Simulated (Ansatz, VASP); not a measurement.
**AgAu2 (Au-Ag-Au stack, (111) layers) in two plane-wave programs**

One calculation is typed for both programs; each brings its own data sets. How far apart do they land? The cell is taken from a series of runs on this material, whose earlier steps may have relaxed, scaled, displaced or heated it; both programs get it as it stands.

Calculated with Ansatz 0.2.0; plane waves, with VASP 6.6.1 beside it; PBE.

## 1. The starting structure

The cell holds 3 atoms: 2 Au and 1 Ag. Cell: a = 2.832 Å, b = 2.832 Å, c = 33.245 Å, α = 90.0°, β = 90.0°, γ = 120.0°. It derives from AgAu2. Vacuum lies along c.

## 2. Ansatz: zone-centre phonons, PBE

Ansatz runs on its PAW soft_1 files.

Second derivatives magnify differences that forces hide, and they need a tight electronic threshold.

Input file input.yaml:

```yaml
crystal:
  lattice:
    - [2.8322395931, -2.8271e-06, 0.0]
    - [-1.4161173483, 2.4527928508, 0.0]
    - [0.0, 0.0, 33.2454533171]
  atoms:
    - { symbol: Au, position: [0.0, 0.0, 0.1609911981] }
    - { symbol: Ag, position: [0.3333333333, 0.6666666667, 0.2364643648] }
    - { symbol: Au, position: [0.6666666667, 0.3333333333, 0.3119375315] }
  periodic: [true, true, false]
kpoints:
  mp_grid: { grid: [6, 6, 1] }
hamiltonian:
  xc: pbe
  pseudopotentials: { kind: paw, azcp: { folder: soft_1 } }
scf:
  occupations: { method: methfessel_paxton, width: 0.2 }
output:
  eigenvalues: true
phonons:
  method: dfpt
  qmesh: [2, 2, 1]
  temperatures: { t_max: 1000, t_step: 50 }
  qpath:
    path:
      - [0.0, 0.0, 0.0]
      - [0.5, 0.0, 0.0]
      - [0.33333333, 0.33333333, 0.0]
      - [0.0, 0.0, 0.0]
    npoints: 10
```

Run with:

```bash
ansatz run input.yaml --threads 8 --pin off --max-ram 20480MiB --backend cpu --events-out ev --progress --plain --runs-dir out
```

Numbers of over 12 decimals in the logs are rounded to 6 here.

Log:

```text
Warning: crystal.symmetry: narrowed to the stabiliser of the run's FFT grids — unitary ops 12 → 6. A phonons.method: dfpt run fills in the rows of the dynamical matrix that it does not solve by its symmetry operations, which is exact only for operations that map its FFT grids onto themselves: filled in by any other, the frequencies could depend on the order in which like atoms are typed, or, by more than the grids' own error, on where the crystal sits among the grids' points. Excluded: 6 operations. The run can therefore solve more perturbations, solve them on more k-points, or both, and cost more. [rest of the remark cut]
Engine: ansatz 0.2.0, aarch64-unknown-linux-gnu
Pseudopotentials: kind: paw
Pseudopotential: Au, paw, valence charge 19, recommended cutoff 420 eV (normal), soft_1/Au.paw.azcp
Pseudopotential: Ag, paw, valence charge 19, recommended cutoff 420 eV (normal), soft_1/Ag.paw.azcp
Functional definition: PBE
  parameter kappa = 0.804
  parameter beta = 0.066725
  exchange = pbe_x(kappa = kappa, mu = beta*pi^2/3)
  correlation = pbe_c(beta = beta)
Crystal: 3 atoms, lattice volume = 230.953 Å³
Basis set: ecut = 420 eV, 4551 PW (Γ), exchange–correlation on 40×40×450 points (8 copies of the dense FFT grid, shifted against one another)
Bands: 35, of which v1, the nominal top of the filled ones, is band 29 counted from 1 (28 counted from 0)
Symmetry: 12 space group operations
k-points: 7 of 36 (irreducible under 6 space group operations, time reversal used)
Non-local potential: Au, projectors of the file, l = 0: 3, l = 1: 2, l = 2: 2, l = 3: 1
Non-local potential: Ag, projectors of the file, l = 0: 3, l = 1: 2, l = 2: 2, l = 3: 1
PAW form: soft (Blöchl's): semilocal exchange-correlation on the pseudo side does not see the compensation charge
PAW one-centre angular grid: Au, 590 points (default); XC on 64 Gauss nodes
PAW one-centre angular grid: Ag, 590 points (default); XC on 64 Gauss nodes
Initial density: superposition of atomic densities (neutral atoms: chi_scale 0, normalization atom)
Initial wavefunctions: pseudopotential atomic-orbital guess
Functional: x = pbe(κ = 0.804, μ = 0.219515), c = pbe(β = 0.066725)
SCF iter   1: F=—  HF=-33893.243840 eV  |F-HF|=—  |Δ(HF+E_count)|=         —  Δρ=3.34e-2  dr2=2.93e0  ethr=3.10e-3  ⟨swp⟩=15.6  Hψ=1758  notcnv=0
preconditioner: auto → LDOS  [insulator: Δε(μ)=0.224 eV  Ē_g=8.660 eV  σ=0.200 eV  W_gap=0.58  n_scr=22 (ndim 8)  ℏωp=14.0 eV  f_vac=0.734  D(μ)=3.54/eV (n_scr^D=16)  ε∞_Penn≈3.6  β→1.0]
SCF iter   2: F=—  HF=-33892.763229 eV  |F-HF|=—  |Δ(HF+E_count)|=   4.81e-1  S|Δr|=    0.00e0  Δρ=2.69e-2  dr2=1.29e0  ethr=3.10e-3  ⟨swp⟩=3.0  Hψ=679  notcnv=0  defer=8
SCF iter   3: F=—  HF=-33892.524506 eV  |F-HF|=—  |Δ(HF+E_count)|=   2.39e-1  S|Δr|=    0.00e0  Δρ=6.39e-3  dr2=1.36e-1  ethr=2.26e-3  ⟨swp⟩=3.1  Hψ=596  notcnv=0  defer=9
SCF iter   4: F=—  HF=-33892.498528 eV  |F-HF|=—  |Δ(HF+E_count)|=   2.60e-2  S|Δr|=    0.00e0  Δρ=3.00e-3  dr2=5.49e-2  ethr=2.38e-4  ⟨swp⟩=3.1  Hψ=543  notcnv=0  defer=9
SCF iter   5: F=—  HF=-33892.494240 eV  |F-HF|=—  |Δ(HF+E_count)|=   4.29e-3  S|Δr|=    0.00e0  Δρ=1.52e-3  dr2=2.74e-2  ethr=9.64e-5  ⟨swp⟩=2.1  Hψ=323  notcnv=0  defer=9
SCF iter   6: F=—  HF=-33892.491576 eV  |F-HF|=—  |Δ(HF+E_count)|=   2.66e-3  S|Δr|=    0.00e0  Δρ=6.78e-4  dr2=3.68e-3  ethr=4.81e-5  ⟨swp⟩=3.0  Hψ=403  notcnv=0  defer=9
SCF iter   7: F=—  HF=-33892.491032 eV  |F-HF|=—  |Δ(HF+E_count)|=   5.43e-4  S|Δr|=    0.00e0  Δρ=5.25e-4  dr2=1.98e-3  ethr=6.45e-6  ⟨swp⟩=3.0  Hψ=508  notcnv=0  defer=9
SCF iter   8: F=—  HF=-33892.490804 eV  |F-HF|=—  |Δ(HF+E_count)|=   2.29e-4  S|Δr|=    0.00e0  Δρ=3.40e-4  dr2=2.72e-4  ethr=3.48e-6  ⟨swp⟩=3.1  Hψ=386  notcnv=0  defer=9
SCF iter   9: F=—  HF=-33892.490772 eV  |F-HF|=—  |Δ(HF+E_count)|=   3.20e-5  S|Δr|=    0.00e0  Δρ=1.54e-4  dr2=5.42e-5  ethr=4.77e-7  ⟨swp⟩=3.1  Hψ=510  notcnv=0  defer=9
SCF iter  10: F=—  HF=-33892.490774 eV  |F-HF|=—  |Δ(HF+E_count)|=   1.92e-6  S|Δr|=    0.00e0  Δρ=4.05e-5  dr2=3.61e-6  ethr=9.51e-8  ⟨swp⟩=3.9  Hψ=566  notcnv=0  defer=9
SCF iter  11: F=—  HF=-33892.490745 eV  |F-HF|=—  |Δ(HF+E_count)|=   2.81e-5  S|Δr|=    0.00e0  Δρ=1.16e-5  dr2=3.20e-7  ethr=6.33e-9  ⟨swp⟩=2.9  Hψ=480  notcnv=0  defer=9
SCF iter  12: F=—  HF=-33892.490745 eV  |F-HF|=—  |Δ(HF+E_count)|=   4.45e-8  S|Δr|=    0.00e0  Δρ=3.25e-6  dr2=2.81e-8  ethr=5.61e-10  ⟨swp⟩=3.3  Hψ=490  notcnv=0  defer=9
SCF iter  13: F=—  HF=-33892.490745 eV  |F-HF|=—  |Δ(HF+E_count)|=   3.72e-9  S|Δr|=    0.00e0  Δρ=5.81e-7  dr2=9.23e-10  ethr=4.93e-11  ⟨swp⟩=3.7  Hψ=603  notcnv=0  defer=9
SCF iter  14: F=—  HF=-33892.490745 eV  |F-HF|=—  |Δ(HF+E_count)|=   3.39e-9  S|Δr|=    0.00e0  Δρ=1.85e-7  dr2=4.58e-11  ethr=1.62e-12  ⟨swp⟩=3.1  Hψ=511  notcnv=0  defer=9
SCF iter  15: F=-33892.490745 eV  HF=-33892.490745 eV  |F-HF|=0.00e0  |Δ(HF+E_count)|=  2.47e-10  S|Δr|=    0.00e0  Δρ=3.39e-8  dr2=2.07e-12  ethr=1.00e-12  ⟨swp⟩=21.7  Hψ=1985  notcnv=0
SCF 1 converged in 15 iterations: F = -33892.490745 eV  dr2 = 2.07e-12
  greatest PAW one-centre occupation: 1.001 electrons in one spin orbital (limit 2), on the Ag atom at site 1 (counted from 0), in its partial waves of l = 0
phonons: the bands overlap, so this run is a metal and interpolates without the dipole-dipole term. If the crystal is really an insulator or semiconductor, its LO-TO splitting is missing
NSCF: frozen V_eff on 7 k-points
NSCF: frozen V_eff on 20 k-points
DFPT response loops at q = (0, 0, 0) (fractional): preconditioner auto → none (partly filled bands, converged f_vac=0.733); β = 0.50; Broyden in place of MSR1
NSCF: frozen V_eff on 40 k-points
DFPT response loops at q = (0, -0.5, 0) (fractional): mixed as the last ones told, above
SCF converged after 15 iterations
Stability not checked: this state was not tested for a lower state beside it, because cold or Methfessel-Paxton smearing, or corrected tetrahedra, fill the levels in a way that the test cannot read (fill_not_monotonic; see scf.lower_state_search)
Free energy (F): -33892.490745 eV
Harris-Foulkes:  -33892.490745 eV  (|F-HF|=0.00e0)
Internal energy: -33892.470014 eV  (E = F + TS)
E sigma→0 (E₀):  -33892.485563 eV
Entropy (-TS):   -0.020731 eV (-6.910 meV/atom)
Fermi energy:    -4.763197 eV
--- Per-component energies (eV) ---
  E_band       = -2039.525677
  E_kinetic    = 1622.534834
  E_local      = -255677.725724  (includes V_loc(G=0)·N_el)
  E_nonlocal   = 227.661903
  E_hartree    = 126901.866819
  E_xc         = -588.241206
  E_vxc        = -722.189976  (∫ρ·V_xc dr)
  E_paw        = -23419.055517  (= ΣΔE_a)
  E_vpaw       = -1293.543791  (= ΣTr[D̂ρ^β])
  E_aug_tail   = 0.003640  (compensation charges beyond the density's cutoff)
  E_ewald      = 117040.485237
  E_smearing   = -0.020731  (= −TS)
  E_closure    = 0.000000  (closes the sum)
  Σ components = -33892.490745   (vs F -33892.490745, Δ=0.00e0)
--- Band table (eV; the first three rows and the last of 7) ---
  k-point 0: bands = [... 25 lower, -7.5574, -7.5574, -7.4170, -7.4170, -6.8648, -5.0640, -0.7482 (-0.7499°), -0.1773 (-0.2066°), ... 2 higher]
  k-point 1: bands = [... 25 lower, -8.3870, -8.0550, -7.6618, -7.4857, -5.8427, -3.4094, -0.1804 (-0.1814°), 0.5330 (0.5018°), ... 2 higher]
  k-point 2: bands = [... 25 lower, -7.6305, -7.3915, -7.3526, -7.2491, -4.2230, -0.6147, 1.5938 (1.5935°), 2.4431 (2.4412°), ... 2 higher]
  k-point 6: bands = [... 25 lower, -7.7195, -7.7195, -1.7753, -1.7753, -0.4319, 0.2608, 0.2608, 0.5392, ... 2 higher]
  ° read free of the cell's end (the report's vacuum.weakly_bound_levels)
--- Phonons (Γ-DFPT): 6 representative perturbations + reference (Σ response iterations 31) ---
  ASR residual: 6.730e-5 → 0.000e0 eV/Å²; symmetrization residual: 1.614e-4 eV/Å²
  The last average, over the group as it would stand without the narrowing to the FFT grids, took up to 5.524e-6 eV/Å² of the zone centre's force constants
  ASR residual per site (eV/Å²): 3.58e-5 6.73e-5 3.38e-5
  Γ frequencies (cm⁻¹): 0.00 0.00 0.00 15.54 15.54 27.12 44.73 44.73 117.62
--- Phonons (arbitrary-q DFPT): 2 irreducible q on the 2×2×1 mesh ---
  q = [0.0000, 0.0000, 0.0000] (star 1, of the zone-centre solve; hermiticity 3.75e-5, symmetrization 1.87e-5, taken by the last average 1.28e-6): -0.00 -0.00 0.00 15.54 15.54 27.12 44.73 44.73 117.62
  q = [0.0000, -0.5000, 0.0000] (star 3, 9 solved perturbations in 159 linear systems a pass and spin channel, the states on 20 of 36 k-point pairs; hermiticity 6.15e-6, symmetrization 4.33e-6, taken by the last average 3.48e-7): 46.57 48.14 68.70 71.87 81.28 91.86 145.89 150.41 179.52
  sum rule: each row above includes the acoustic sum rule's correction from the zone centre's row sums; it moved no ω² by more than (0.41 cm⁻¹)²
  mesh force constants: q→R imaginary residual 1.01e-17; ASR residual 6.730e-5 → 0.000e0 eV/Å²; symmetrization residual 7.994e-15 eV/Å²
  interpolated dispersion: 31 rows × 9 modes
  density of states and harmonic sums: on the 26×26×1 q-mesh, interpolated from the force constants of a 2×2×1 supercell (no non-analytic term)
  largest difference from the sums on the solved wave vectors: F 1.11e-1 eV, S 1.70e-4 and C_V 5.97e-5 eV/K
  zero-point energy: 0.048572 eV/cell   skipped modes (ω ≤ 0): 8, of them read as no rigid motion or as one in doubt: 5 (5.325e-2 modes/cell left out, lowest -8.72 cm⁻¹)   left out of the sums: 6.41e-3 of the cell's modes: C_V's classical limit lies that fraction below 3 k_B per atom; for a crystal, a wire or a layer, F and S can be off by more, and a phonons.interpolated_qmesh denser along its periods is the remedy for the sampling
```

The column dr2 measures how far the density is from self-consistency, as an energy; F and HF (Harris–Foulkes) agree once it is small.

(Part 1 of 2 ends here.)

[Lines on the potential files, build, host, timing and source positions are cut from VASP's logs without a mark.]

[Logs are printed without paths, hosts, clocks, repeated set-up lines and the standing remarks that a program may print on its own settings, such as how far it seeks lower states.]

[Hosts, paths, dates, database ids (printed as entryN), source tags and the programs' standing remarks are cut or masked in the printed files.]
